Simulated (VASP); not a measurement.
# What spin-orbit coupling changes in TePb, part 4 of 4

What does spin-orbit coupling change in TePb, and what does it cost? All runs use r2SCAN. Left out of this account: 1 further run (fields: a reference on another mesh). The start is a cell from a database of measured crystal structures.

VASP 6.6.1, plane waves and PAW; the level of theory is named at each step.

Still holding for the runs below: VASP adds spin-orbit coupling inside the spheres on scalar-relativistic partial waves, which describe the 6p1/2 states imperfectly, so such gaps can be off by a tenth of an eV or more.

So far. Step 5 (Density of states (r2SCAN + SOC)): The gap on this mesh is 0.22 eV. In the top eV of the valence band the largest shares in the PAW spheres are Te p 35 %, Pb s 10 % and Pb p 6 %; in the lowest eV of the conduction band, Pb p 32 % and Te p 10 %. The rest lies in smaller channels or between the spheres. Step 6 (Relaxing cell and atoms (r2SCAN)): It ends with forces that vanish by symmetry and a pressure of 0.01 GPa.

## 7. Full relaxation (r2SCAN + SOC)

This step: r2SCAN, spin-orbit coupling; plane waves and PAW (Te, Pb_d) (VASP 6.6.1).

The same relaxation with spinors and spin-orbit coupling.

INCAR reads:

```
SYSTEM = TePb
PREC = Accurate
ENCUT = 400
EDIFF = 1E-06
NELM = 100
ISMEAR = -1
SIGMA = 0.05
LREAL = .FALSE.
ALGO = Normal
METAGGA = R2SCAN
LASPH = .TRUE.
LNONCOLLINEAR = .TRUE.
MAGMOM = 0 0 0 0 0 0
NBANDS = 32
GGA_COMPAT = .FALSE.
LSORBIT = .TRUE.
LORBIT = 11
LWAVE = .FALSE.
LCHARG = .FALSE.
KPAR = 2
IBRION = 2
NSW = 60
ISIF = 3
EDIFFG = -0.01
```

POSCAR reads:

```
TePb
1.0
    0.0000000000      3.2310000000      3.2310000000
    3.2310000000      0.0000000000      3.2310000000
    3.2310000000      3.2310000000      0.0000000000
Te Pb
1 1
Direct
    0.5000000000      0.5000000000      0.5000000000
    0.0000000000      0.0000000000      0.0000000000
```

KPOINTS reads:

```
Automatic mesh
0
Gamma
6 6 6
0 0 0
```

PAW data sets: Te and Pb_d (PBE family, release 64).

On the command line:

```bash
mpirun -np 2 vasp_ncl
```

What it wrote:

```text
[... set-up lines as in an earlier step ...]
 entering main loop
       N       E                     dE             d eps       ncg     rms          rms(c)
[... 14 cycles as in an earlier step ...]
   1 F= -.83188968E+02 E0= -.83188335E+02  d E =-.831890E+02  mag=    -0.0000     0.0000     0.0000
 curvature:   0.00 expect dE= 0.000E+00 dE for cont linesearch  0.000E+00
 trial: gam= 0.00000 g(F)=  0.180E-60 g(S)=  0.259E-01 ort = 0.000E+00 (trialstep = 0.100E+01)
 search vector abs. value=  0.259E-01
 bond charge predicted
       N       E                     dE             d eps       ncg     rms          rms(c)
DAV:   1    -0.834965365482E+02   -0.30757E+00   -0.10531E+01  1296   0.555E+01    0.299E+00
DAV:   2    -0.832427690126E+02    0.25377E+00   -0.54599E-01  1296   0.122E+01    0.119E+00
DAV:   3    -0.831963773622E+02    0.46392E-01   -0.20247E-01  1312   0.718E+00    0.225E-01
DAV:   4    -0.831967633765E+02   -0.38601E-03   -0.52954E-03  1208   0.687E-01    0.119E-01
DAV:   5    -0.831968304136E+02   -0.67037E-04   -0.10302E-03  1152   0.174E-01    0.851E-02
DAV:   6    -0.831968812680E+02   -0.50854E-04   -0.17077E-04  1448   0.873E-02    0.658E-02
DAV:   7    -0.831968830724E+02   -0.18044E-05   -0.68307E-05  1424   0.850E-02    0.311E-02
DAV:   8    -0.831968862184E+02   -0.31460E-05   -0.17677E-05  1384   0.436E-02    0.860E-03
DAV:   9    -0.831968871377E+02   -0.91921E-06   -0.53157E-06  1336   0.305E-02
   2 F= -.83196887E+02 E0= -.83196561E+02  d E =-.791879E-02  mag=    -0.0000    -0.0000    -0.0000
 trial-energy change:   -0.007919  1 .order   -0.008330   -0.025909    0.009250
 step:   0.7229(harm=  0.7369)  dis= 0.00000  next Energy=   -83.198178 (dE=-0.921E-02)
 bond charge predicted
       N       E                     dE             d eps       ncg     rms          rms(c)
DAV:   1    -0.832215541214E+02   -0.24668E-01   -0.77227E-01  1288   0.141E+01    0.842E-01
DAV:   2    -0.832014271163E+02    0.20127E-01   -0.42661E-02  1312   0.349E+00    0.327E-01
DAV:   3    -0.831980738213E+02    0.33533E-02   -0.14536E-02  1304   0.193E+00    0.560E-02
DAV:   4    -0.831981206767E+02   -0.46855E-04   -0.41372E-04  1216   0.182E-01    0.322E-02
DAV:   5    -0.831981466196E+02   -0.25943E-04   -0.79882E-05  1152   0.452E-02    0.236E-02
DAV:   6    -0.831981529196E+02   -0.63000E-05   -0.99969E-06  1240   0.240E-02    0.185E-02
DAV:   7    -0.831981561488E+02   -0.32293E-05   -0.72688E-06  1440   0.255E-02    0.740E-03
DAV:   8    -0.831981563131E+02   -0.16431E-06   -0.58872E-07   704   0.731E-03
   3 F= -.83198156E+02 E0= -.83197766E+02  d E =-.918797E-02  mag=     0.0000     0.0000     0.0000
 curvature:  -0.37 expect dE=-0.364E-05 dE for cont linesearch -0.364E-05
 trial: gam=-0.01916 g(F)=  0.141E-60 g(S)=  0.990E-05 ort = 0.506E-03 (trialstep = 0.945E+00)
 search vector abs. value=  0.388E-08
 reached required accuracy - stopping structural energy minimisation
```

The job ended after 20 min (2 MPI ranks of AMD EPYC 7R43, shared host; peak memory 0.61 GiB; 36 min of CPU time).

From OUTCAR (step 7):

```text
   NELECT =      20.0000    total number of electrons

 E-fermi :   5.3151

 k-point     1 :       0.0000    0.0000    0.0000
  band No.  band energies     occupation
    ...
     16       3.0030      1.00000
     17       4.0334      1.00000
     18       4.0334      1.00000
     19       4.0334      1.00000
     20       4.0334      1.00000
     21       8.0490      0.00000
     22       8.0490      0.00000
     23      10.0318      0.00000
     24      10.0318      0.00000
     25      10.0318      0.00000
    ...

  Total        0.0116948      0.0116948      0.0116948      0.0000000     -0.0000000      0.0000000
  in kB        0.2692392      0.2692392      0.2692392      0.0000000     -0.0000000      0.0000000
  external PRESSURE =       0.2692392 kB  Pullay stress =       0.0000000 kB

 POSITION                                       TOTAL-FORCE (eV/Angst)
 -----------------------------------------------------------------------------------
      3.26471      3.26471      3.26471        -0.000000     -0.000000     -0.000000
      0.00000      0.00000      0.00000         0.000000      0.000000      0.000000
 -----------------------------------------------------------------------------------
    total drift:                               -0.000000      0.000000      0.000000

  FREE ENERGIE OF THE ION-ELECTRON SYSTEM (eV)
  ---------------------------------------------------
  free  energy   TOTEN  =       -83.1981563131 eV

  energy  without entropy=      -83.1973750812  energy(sigma->0) =      -83.19776570

 Spin-Orbit-Coupling matrix elements
 Ion:    1  E_soc:     -0.1960416
 Ion:    2  E_soc:     -0.8346203

 magnetization (x)
# of ion       s       p       d       tot
------------------------------------------
    1       -0.000  -0.000  -0.000  -0.000
    2       -0.000   0.000   0.000  -0.000
--------------------------------------------------
tot         -0.000   0.000   0.000  -0.000

 magnetization (y)
# of ion       s       p       d       tot
------------------------------------------
    1        0.000  -0.000   0.000  -0.000
    2       -0.000   0.000   0.000  -0.000
--------------------------------------------------
tot         -0.000   0.000   0.000  -0.000

 magnetization (z)
# of ion       s       p       d       tot
------------------------------------------
    1        0.000  -0.000   0.000   0.000
    2        0.000   0.000   0.000   0.000
--------------------------------------------------
tot          0.000   0.000   0.000   0.000

[... 8 parts as in an earlier step ...]

[... 10 further parts left out ...]
```

CONTCAR:

```
TePb
   1.00000000000000
     0.0000000000000000    3.2647103593372311    3.2647103593372311
     3.2647103593372311   -0.0000000000000000    3.2647103593372311
     3.2647103593372311    3.2647103593372311    0.0000000000000000
  Te              Pb
     1     1
Direct
     0.5000000000000000    0.5000000000000000    0.5000000000000000
     0.0000000000000000    0.0000000000000000    0.0000000000000000
```

The steps of the relaxation:

```
step  energy less that of the first step (eV)  largest force (eV/Å)  pressure (GPa)  volume (Å³)
   1                                   0.0000                0.0000            1.42        67.46
   2                                  -0.0079                0.0000           -0.49        70.42
   3                                  -0.0092                0.0000            0.03        69.59
```

```
conventional cell, symmetrised  before  after  change
                         a (Å)   6.462  6.529  +1.0 %
                         b (Å)   6.462  6.529  +1.0 %
                         c (Å)   6.462  6.529  +1.0 %
              volume (Å³/atom)   33.73  34.80  +3.2 %
```

Final coordinates:

```
Te Pb
1.0
     0.00000    3.26471    3.26471
     3.26471    0.00000    3.26471
     3.26471    3.26471    0.00000
Te Pb
1 1
Direct
  0.50000 0.50000 0.50000
  0.00000 0.00000 0.00000
```

This step gave:

| Item | Value |
| --- | --- |
| bands | 32 |
| free energy (TOTEN) | -83.1982 eV |
| energy at zero smearing | -83.1978 eV |
| Fermi energy | 5.315 eV |
| pressure | 0.02692 GPa |
| SCF cycles over all ionic steps | 31 |
| gap on the k-mesh | 0.2933 eV |
| least direct gap on the k-mesh | 0.2933 eV |

On-site spin-orbit energy by atom:

```
atom  on-site spin-orbit energy (eV)
 Te1                          -0.196
 Pb2                          -0.835
```

The cell ends at 34.80 Å³/atom, -0.2 % from the run without the coupling. The run took 5.8 times the core time, with 32 spinor bands against 16.

The cell grew by 3.2 % in volume.

## 8. The runs together

```
                              quantity  without  with spin-orbit coupling
                              gap (eV)    1.018                     0.217
splitting of the valence top at Γ (eV)        0                     1.045
                   core minutes, bands       15                        75
                     core minutes, DOS      2.1                        16
              relaxed volume (Å³/atom)    34.85                     34.80
              core minutes, relaxation      7.0                        41
```

## 9. Summary of results

| Quantity | Value |
| --- | --- |
| gap (eV), without → with | 1.018 → 0.217 |
| splitting of the valence top at Γ (eV), without → with | 0 → 1.045 |
| relaxed volume (Å³/atom), without → with | 34.85 → 34.80 |

Spin-orbit coupling moves the gap of TePb from 1.02 to 0.22 eV. The valence top at Γ, threefold or sixfold with spin, splits into a fourfold and a twofold level, 1.05 eV apart. The relaxed volume moves by -0.2 %. The spinor runs cost 5.0 to 7.3 times as much, on a shared host. Semilocal functionals usually underestimate gaps.

[Lines on the potential files, build, host, timing and source positions are cut from VASP's logs without a mark.]

[Logs are printed without paths, hosts, clocks, repeated set-up lines and the standing remarks that a program may print on its own settings, such as how far it seeks lower states.]

[Hosts, paths, dates, database ids (printed as entryN), source tags and the programs' standing remarks are cut or masked in the printed files.]

[A measured line is paired with the nearest computed mode of its activity, which favours agreement.]
